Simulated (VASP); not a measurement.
**Zr16Br: core-level shifts**

Which atoms of Zr16Br bind their core electrons more tightly, and does the hole change the order?

Method: PBEsol; plane waves and PAW (Br, Zr_sv), in the first sound run; inputs show where later runs differ, in VASP 6.6.1.

**1. Starting point**

The cell holds 17 atoms: 1 Br and 16 Zr. Cell: a = 6.460 Å, b = 6.460 Å, c = 24.505 Å, α = 90.0°, β = 90.0°, γ = 60.0°. It derives from Zr. Adsorbate: added Br, site hcp, coverage in monolayers 0.25, cell 2x2, faces one. Regions: adsorbate, 1 atom (1 Br); layer 1, 4 atoms (4 Zr); layer 2, 4 atoms (4 Zr); layer 3, 4 atoms (4 Zr); other layers, 4 atoms (4 Zr). Vacuum lies along c.

**2. Relaxation**

The free atoms are relaxed first inside the given cell, which is kept (ISIF = 0), since core levels depend on the positions.

The input, INCAR:

```
SYSTEM = Zr16Br
PREC = Normal
ENCUT = 330
EDIFF = 1E-05
NELM = 100
ISMEAR = 0
SIGMA = 0.1
LREAL = Auto
ALGO = Fast
GGA = PS
NBANDS = 123
LASPH = .TRUE.
LWAVE = .FALSE.
LCHARG = .FALSE.
NCORE = 8
IBRION = 2
NSW = 50
ISIF = 0
EDIFFG = -0.05
```

The input, POSCAR:

```
Zr16Br
1.0
    6.4600000000      0.0000000000      0.0000000000
    3.2300000000      5.5945241084      0.0000000000
    0.0000000000      0.0000000000     24.5050000000
Br Zr
1 16
Selective dynamics
Direct
    0.3340691280      0.3333333330      0.6939400120  T T T
    0.0000000000      0.0000000000      0.6225260150  T T T
    0.5000000000      0.0000000000      0.6225260150  T T T
    0.0000000000      0.5000000000      0.6225260150  T T T
    0.5000000000      0.5000000000      0.6225260150  T T T
    0.8333333330      0.3333333330      0.5170373390  T T T
    0.3333333330      0.3333333330      0.5170373390  T T T
    0.8333333330      0.8333333330      0.5170373390  T T T
    0.3333333330      0.8333333330      0.5170373390  T T T
    0.0000000000      0.0000000000      0.4115486640  F F F
    0.5000000000      0.0000000000      0.4115486640  F F F
    0.0000000000      0.5000000000      0.4115486640  F F F
    0.5000000000      0.5000000000      0.4115486640  F F F
    0.8333333330      0.3333333330      0.3060599880  F F F
    0.3333333330      0.3333333330      0.3060599880  F F F
    0.8333333330      0.8333333330      0.3060599880  F F F
    0.3333333330      0.8333333330      0.3060599880  F F F
```

The input, KPOINTS:

```
Automatic mesh
0
Gamma
3 3 1
0 0 0
```

The projector-augmented-wave data sets are Br and Zr_sv (PBE family, release 64).

Run with:

```
$ mpirun -np 8 vasp_std
```

Output:

```text
[banner, memory and clock lines left out]
running    8 mpi-ranks, on    1 nodes
 distrk:  each k-point on    8 cores,    1 groups
 distr:  one band on    8 cores,    1 groups

 POSCAR found type information on POSCAR BrZr
 POSCAR found :  2 types and      17 ions
|                                                                             |
|           W    W    AA    RRRRR   N    N  II  N    N   GGGG   !!!           |
|           W    W   A  A   R    R  NN   N  II  NN   N  G    G  !!!           |
|           W    W  A    A  R    R  N N  N  II  N N  N  G       !!!           |
|           W WW W  AAAAAA  RRRRR   N  N N  II  N  N N  G  GGG   !            |
|           WW  WW  A    A  R   R   N   NN  II  N   NN  G    G                |
|           W    W  A    A  R    R  N    N  II  N    N   GGGG   !!!           |
|                                                                             |
|     For optimal performance we recommend to set                             |
|       NCORE = 2 up to number-of-cores-per-socket                            |
|     NCORE specifies how many cores store one orbital (NPAR=cpu/NCORE).      |
|     This setting can greatly improve the performance of VASP for DFT.       |
|     The default, NCORE=1 might be grossly inefficient on modern             |
|     multi-core architectures or massively parallel machines. Do your        |
|     Unfortunately you need to use the default for GW and RPA                |
|     calculations (for HF NCORE is supported but not extensively tested      |
|     yet).                                                                   |
|                                                                             |

|                                                                             |
|               ----> ADVICE to this user running VASP <----                  |
|                                                                             |
|     You enforced a specific xc type in the INCAR file but a different       |
|     [... a line on the potential file left out ...]
|     I HOPE YOU KNOW WHAT YOU ARE DOING!                                     |
|                                                                             |

 LDA part: xc-table for (Slater+PW92), standard interpolation
 POSCAR, INCAR and KPOINTS ok, starting setup
 FFT: planning ... GRIDC
 FFT: planning ... GRID_SOFT
 FFT: planning ... GRID
 WAVECAR not read
 entering main loop
       N       E                     dE             d eps       ncg     rms          rms(c)
DAV:   1     0.154291377996E+04    0.15429E+04   -0.86517E+04  1574   0.105E+03
DAV:   2     0.373195868278E+02   -0.15056E+04   -0.14644E+04  1405   0.363E+02
DAV:   3    -0.124217230634E+03   -0.16154E+03   -0.15699E+03  1956   0.750E+01
DAV:   4    -0.150649250403E+03   -0.26432E+02   -0.26125E+02  2060   0.302E+01
DAV:   5    -0.155030451770E+03   -0.43812E+01   -0.43727E+01  1892   0.918E+00    0.426E+01
RMM:   6    -0.173638861689E+03   -0.18608E+02   -0.11191E+02  1474   0.143E+01    0.224E+01
RMM:   7    -0.160272065735E+03    0.13367E+02   -0.60548E+01  1441   0.117E+01    0.196E+01
RMM:   8    -0.164767481808E+03   -0.44954E+01   -0.19087E+01  1560   0.679E+00    0.201E+01
RMM:   9    -0.141264838875E+03    0.23503E+02   -0.43827E+00  1649   0.334E+00    0.567E+00
RMM:  10    -0.141135859140E+03    0.12898E+00   -0.14098E+00  1715   0.197E+00    0.237E+00
RMM:  11    -0.141323199357E+03   -0.18734E+00   -0.87005E-01  1801   0.136E+00    0.236E+00
RMM:  12    -0.141158532535E+03    0.16467E+00   -0.33128E-01  1762   0.972E-01    0.773E-01
RMM:  13    -0.141162767536E+03   -0.42350E-02   -0.14222E-01  1909   0.617E-01    0.378E-01
WARNING in EDDRMM: call to ZHEGV failed, returncode =   6  3     70
RMM:  14    -0.141166368827E+03   -0.36013E-02   -0.62063E-02  2001   0.370E-01    0.233E-01
RMM:  15    -0.141169540567E+03   -0.31717E-02   -0.32567E-02  2090   0.240E-01    0.116E-01
RMM:  16    -0.141172702008E+03   -0.31614E-02   -0.18814E-02  2026   0.179E-01    0.750E-02
RMM:  17    -0.141174416241E+03   -0.17142E-02   -0.11190E-02  2094   0.133E-01    0.442E-02
RMM:  18    -0.141175441616E+03   -0.10254E-02   -0.63086E-03  1958   0.102E-01    0.222E-02
RMM:  19    -0.141176030890E+03   -0.58927E-03   -0.40366E-03  1899   0.795E-02    0.151E-02
WARNING in EDDRMM: call to ZHEGV failed, returncode =   8  4     39
RMM:  20    -0.141176402849E+03   -0.37196E-03   -0.24499E-03  1837   0.630E-02    0.107E-02
WARNING in EDDRMM: call to ZHEGV failed, returncode =   6  3    102
RMM:  21    -0.141176639296E+03   -0.23645E-03   -0.15143E-03  1718   0.499E-02    0.797E-03
WARNING in EDDRMM: call to ZHEGV failed, returncode =   8  4     40
WARNING in EDDRMM: call to ZHEGV failed, returncode =   6  3     23
RMM:  22    -0.141176802921E+03   -0.16363E-03   -0.10189E-03  1641   0.395E-02    0.535E-03
RMM:  23    -0.141176904924E+03   -0.10200E-03   -0.60552E-04  1500   0.314E-02    0.386E-03
RMM:  24    -0.141176991471E+03   -0.86547E-04   -0.41190E-04  1397   0.256E-02    0.282E-03
RMM:  25    -0.141177086831E+03   -0.95360E-04   -0.25968E-04  1339   0.214E-02    0.205E-03
RMM:  26    -0.141177139890E+03   -0.53059E-04   -0.17994E-04  1187   0.173E-02    0.116E-03
RMM:  27    -0.141177168000E+03   -0.28110E-04   -0.11465E-04  1146   0.145E-02    0.107E-03
WARNING in EDDRMM: call to ZHEGV failed, returncode =   8  4    100
RMM:  28    -0.141177181789E+03   -0.13789E-04   -0.75167E-05   974   0.122E-02    0.116E-03
RMM:  29    -0.141177186007E+03   -0.42179E-05   -0.52006E-05   942   0.109E-02
   1 F= -.14117719E+03 E0= -.14108737E+03  d E =-.141177E+03
 curvature:   0.00 expect dE= 0.000E+00 dE for cont linesearch  0.000E+00
 trial: gam= 0.00000 g(F)=  0.881E+00 g(S)=  0.000E+00 ort = 0.000E+00 (trialstep = 0.100E+01)
 search vector abs. value=  0.881E+00
 bond charge predicted
       N       E                     dE             d eps       ncg     rms          rms(c)
DAV:   1    -0.141256693393E+03   -0.79512E-01   -0.15232E+02  1230   0.375E+01    0.280E+00
RMM:   2    -0.141634358877E+03   -0.37767E+00   -0.42345E+00  1343   0.563E+00    0.157E+00
RMM:   3    -0.141945093207E+03   -0.31073E+00   -0.84562E-01  1703   0.193E+00    0.276E+00
RMM:   4    -0.141736617889E+03    0.20848E+00   -0.21938E-01  2027   0.843E-01    0.140E+00
RMM:   5    -0.141718299994E+03    0.18318E-01   -0.12072E-01  2021   0.541E-01    0.107E+00
RMM:   6    -0.141704956062E+03    0.13344E-01   -0.64786E-02  2008   0.451E-01    0.631E-01
RMM:   7    -0.141696773608E+03    0.81825E-02   -0.29235E-02  1975   0.354E-01    0.216E-01
RMM:   8    -0.141696992478E+03   -0.21887E-03   -0.90691E-03  2056   0.202E-01    0.114E-01
RMM:   9    -0.141697493614E+03   -0.50114E-03   -0.51225E-03  2039   0.145E-01    0.623E-02
RMM:  10    -0.141697776723E+03   -0.28311E-03   -0.30106E-03  1992   0.116E-01    0.266E-02
RMM:  11    -0.141698024738E+03   -0.24802E-03   -0.19549E-03  1926   0.900E-02    0.169E-02
WARNING in EDDRMM: call to ZHEGV failed, returncode =   6  3     45
RMM:  12    -0.141698196448E+03   -0.17171E-03   -0.12644E-03  1887   0.718E-02    0.126E-02
RMM:  13    -0.141698327439E+03   -0.13099E-03   -0.76208E-04  1825   0.578E-02    0.633E-03
WARNING in EDDRMM: call to ZHEGV failed, returncode =   6  3     24
RMM:  14    -0.141698400162E+03   -0.72723E-04   -0.52599E-04  1702   0.465E-02    0.519E-03
WARNING in EDDRMM: call to ZHEGV failed, returncode =   6  3     99
WARNING in EDDRMM: call to ZHEGV failed, returncode =   8  4     20
RMM:  15    -0.141698452625E+03   -0.52463E-04   -0.33909E-04  1605   0.379E-02    0.356E-03
RMM:  16    -0.141698489963E+03   -0.37338E-04   -0.23146E-04  1501   0.311E-02    0.235E-03
RMM:  17    -0.141698515106E+03   -0.25142E-04   -0.15212E-04  1456   0.259E-02    0.146E-03
RMM:  18    -0.141698531231E+03   -0.16125E-04   -0.10374E-04  1331   0.214E-02    0.108E-03
WARNING in EDDRMM: call to ZHEGV failed, returncode =   6  3     70
RMM:  19    -0.141698541605E+03   -0.10375E-04   -0.75007E-05  1284   0.181E-02    0.679E-04
RMM:  20    -0.141698547636E+03   -0.60302E-05   -0.48035E-05  1205   0.153E-02
   2 F= -.14169855E+03 E0= -.14160803E+03  d E =-.521362E+00
[...]
WARNING in EDDRMM: call to ZHEGV failed, returncode =   8  4     20
[...]
WARNING in EDDRMM: call to ZHEGV failed, returncode =   8  4     65
[...]
WARNING in EDDRMM: call to ZHEGV failed, returncode =   6  3     18
WARNING in EDDRMM: call to ZHEGV failed, returncode =   8  4     33
[... from here on, the cycles between the ionic steps are left out ...]
   3 F= -.14174329E+03 E0= -.14165368E+03  d E =-.566105E+00
[...]
WARNING in EDDRMM: call to ZHEGV failed, returncode =   6  3     92
   4 F= -.14174465E+03 E0= -.14165488E+03  d E =-.567463E+00
[...]
WARNING in EDDRMM: call to ZHEGV failed, returncode =   6  3     32
[...]
WARNING in EDDRMM: call to ZHEGV failed, returncode =   8  4     17
WARNING in EDDRMM: call to ZHEGV failed, returncode =   8  4     18
WARNING in EDDRMM: call to ZHEGV failed, returncode =   8  4     55
[...]
WARNING in EDDRMM: call to ZHEGV failed, returncode =   6  3     34
   5 F= -.14178634E+03 E0= -.14169648E+03  d E =-.416885E-01
[...]
WARNING in EDDRMM: call to ZHEGV failed, returncode =   8  4     65
[...]
WARNING in EDDRMM: call to ZHEGV failed, returncode =   6  3     30
WARNING in EDDRMM: call to ZHEGV failed, returncode =   8  4     50
[...]
WARNING in EDDRMM: call to ZHEGV failed, returncode =   8  4     66
[...]
WARNING in EDDRMM: call to ZHEGV failed, returncode =   8  4     59
   6 F= -.14182021E+03 E0= -.14173018E+03  d E =-.755613E-01
   7 F= -.14182241E+03 E0= -.14173241E+03  d E =-.777626E-01
[...]
WARNING in EDDRMM: call to ZHEGV failed, returncode =   6  3     57
[...]
WARNING in EDDRMM: call to ZHEGV failed, returncode =   8  4     58
[...]
WARNING in EDDRMM: call to ZHEGV failed, returncode =   6  3    100
   8 F= -.14184931E+03 E0= -.14175982E+03  d E =-.269027E-01
[...]
WARNING in EDDRMM: call to ZHEGV failed, returncode =   8  4     40
[...]
WARNING in EDDRMM: call to ZHEGV failed, returncode =   6  3     28
WARNING in EDDRMM: call to ZHEGV failed, returncode =   8  4     58
[...]
WARNING in EDDRMM: call to ZHEGV failed, returncode =   6  3     60
[...]
WARNING in EDDRMM: call to ZHEGV failed, returncode =   6  3     33
   9 F= -.14188563E+03 E0= -.14180073E+03  d E =-.632183E-01
[...]
WARNING in EDDRMM: call to ZHEGV failed, returncode =   8  4     76
  10 F= -.14189812E+03 E0= -.14181364E+03  d E =-.124896E-01
  11 F= -.14189869E+03 E0= -.14181411E+03  d E =-.130644E-01
 curvature:  -1.99 expect dE=-0.521E-02 dE for cont linesearch -0.291E-05
 trial: gam=-0.01132 g(F)=  0.262E-02 g(S)=  0.000E+00 ort =-0.191E-03 (trialstep = 0.236E+01)
 search vector abs. value=  0.262E-02
 bond charge predicted
       N       E                     dE             d eps       ncg     rms          rms(c)
DAV:   1    -0.141895047259E+03    0.36556E-02   -0.36837E+00  1300   0.664E+00    0.330E-01
RMM:   2    -0.141908392401E+03   -0.13345E-01   -0.66231E-02  1327   0.869E-01    0.480E-01
RMM:   3    -0.141904958513E+03    0.34339E-02   -0.13813E-02  1777   0.261E-01    0.350E-01
RMM:   4    -0.141901571791E+03    0.33867E-02   -0.56969E-03  1896   0.136E-01    0.160E-01
RMM:   5    -0.141901134340E+03    0.43745E-03   -0.21740E-03  1944   0.816E-02    0.102E-01
RMM:   6    -0.141900934866E+03    0.19947E-03   -0.79815E-04  1864   0.572E-02    0.485E-02
RMM:   7    -0.141900953643E+03   -0.18777E-04   -0.34616E-04  1790   0.385E-02    0.159E-02
WARNING in EDDRMM: call to ZHEGV failed, returncode =   6  3     97
WARNING in EDDRMM: call to ZHEGV failed, returncode =   8  4     59
RMM:   8    -0.141900968005E+03   -0.14362E-04   -0.21653E-04  1597   0.284E-02    0.815E-03
WARNING in EDDRMM: call to ZHEGV failed, returncode =   8  4     45
RMM:   9    -0.141900981256E+03   -0.13251E-04   -0.15353E-04  1321   0.213E-02    0.336E-03
RMM:  10    -0.141900986953E+03   -0.56972E-05   -0.71411E-05  1181   0.163E-02
  12 F= -.14190099E+03 E0= -.14181562E+03  d E =-.229226E-02
 trial-energy change:   -0.002292  1 .order   -0.002502   -0.006175    0.001172
 step:   1.9212(harm=  1.9820)  dis= 0.00760  next Energy=  -141.901097 (dE=-0.240E-02)
 reached required accuracy - stopping structural energy minimisation
```

Run time: 3.6 min. Hardware: 8 MPI ranks of AMD EPYC 9R45, shared host; peak memory 1.1 GiB; 29 min of CPU time.

The logs omit lines about the potential files and the build; timing stands in the text.

(Part 1 of 5 ends here.)

[Lines on the potential files, build, host, timing and source positions are cut from VASP's logs without a mark.]

[Logs are printed without paths, hosts, clocks, repeated set-up lines and the standing remarks that a program may print on its own settings, such as how far it seeks lower states.]

[Hosts, paths, dates, database ids (printed as entryN), source tags and the programs' standing remarks are cut or masked in the printed files.]
